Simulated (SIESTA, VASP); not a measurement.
An input for SIESTA (LDA PW92, numerical atomic orbitals DZP, PseudoDojo LDA standard norm-conserving potentials (rewritten from UPF to PSML)):

```
# files in the folder: Sr.psml Si.psml Pd.psml (PseudoDojo LDA standard)
SystemName  Sr(SiPd)2
SystemLabel sr(sipd)2

NumberOfAtoms                5
NumberOfSpecies              3
%block ChemicalSpeciesLabel
  1 38 Sr
  2 14 Si
  3 46 Pd
%endblock ChemicalSpeciesLabel
LatticeConstant              1.0 Ang
%block LatticeVectors
    -2.152175000    2.152175000    5.000175000
     2.152175000   -2.152175000    5.000175000
     2.152175000    2.152175000   -5.000175000
%endblock LatticeVectors
AtomicCoordinatesFormat      Fractional
%block AtomicCoordinatesAndAtomicSpecies
     0.004115000   -0.005232000   -0.000288000  1
     0.391672000    0.389442000    0.024624000  2
     0.618441000    0.622878000   -0.006530000  2
     0.243935000    0.743586000    0.499023000  3
     0.741837000    0.249326000    0.483171000  3
%endblock AtomicCoordinatesAndAtomicSpecies

XC.functional                LDA
XC.authors                   PW92
PAO.BasisSize                DZP
PAO.EnergyShift              0.005 Ry
MeshCutoff                   350 Ry
%block kgrid.MonkhorstPack
    9   0   0  0.0
    0   9   0  0.0
    0   0   9  0.0
%endblock kgrid.MonkhorstPack
OccupationFunction           MP
OccupationMPOrder            0
ElectronicTemperature        0.2 eV

MaxSCFIterations             150
SCF.Mixer.Method             Pulay
SCF.Mixer.Weight             0.25
SCF.Mixer.History            6
SCF.DM.Tolerance             1.0E-05
Diag.ParallelOverK           true
WriteForces                  true
```

Question: Write the VASP files for the same calculation.

Answer: One set of files that does it:

KPOINTS:
```
K-points
0
gamma
9 9 9
```

INCAR:
```
ISIF=2
SIGMA=0.2
LWAVE=.FALSE.
LREAL=.FALSE.
ALGO=Normal
SYSTEM=Sr(SiPd)2
NELM=100
LMAXMIX=4   # l cut-off of mixed one-centre charges
LCHARG=.FALSE.
EDIFF=1E-6
LASPH=.TRUE.
ISMEAR=0   # Gaussian
ENCUT=300
PREC=Accurate
```

File POSCAR:
```
Sr(SiPd)2
1
   -2.1521750000     2.1521750000     5.0001750000
    2.1521750000    -2.1521750000     5.0001750000
    2.1521750000     2.1521750000    -5.0001750000
Sr Si Pd
1 2 2
Direct
  0.0041150000  -0.0052320000  -0.0002880000
  0.3916720000   0.3894420000   0.0246240000
  0.6184410000   0.6228780000  -0.0065300000
  0.2439350000   0.7435860000   0.4990230000
  0.7418370000   0.2493260000   0.4831710000
```

POTCAR, in this order: Sr_sv Si Pd (LDA.64 set). Program: vasp_std.

Both inputs were run and reached self-consistency, which says nothing on mesh or cut-off. Potentials, basis and cut-offs are each code's own, so they don't translate, and total energies aren't comparable.

VASP's LDA is the Perdew-Zunger fit; the other code's may be Perdew-Wang, which differs slightly.

The structure comes from a computed database's Pd2SrSi2 entry; how it stands against other phases isn't given here. The cell was not relaxed at this level, atoms are displaced from their ideal sites, and it may have been scaled.
